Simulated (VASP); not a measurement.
```
HgTe
1.0
    0.00000     3.32032     3.32032
    3.32032     0.00000     3.32032
    3.32032     3.32032     0.00000
Hg Te
1 1
Direct
  0.00000   0.00000   0.00000
  0.25000   0.25000   0.25000
```

Calculation: PBE GGA, VASP's PBE PAW potentials (set 64) (plane waves; VASP). Settings: 350 eV cut-off, Gaussian smearing of 0.050 eV, potentials Hg Te.

Unless said otherwise, spin-orbit coupling is left out, though it shifts the bands of the heavy elements here.

**Question.** What does the run give for the band gap (along the path) with the smallest direct gap where there is one?

**Answer.** 
| Item | Value |
|---|---|
| band gap (along the path) | none (metal, semimetal or under 0.01 eV) |

Only differences to runs with the same potentials and settings are physical.

The compound is HgTe in the zinc blende structure. It was relaxed first, which changed the volume by +9 %.
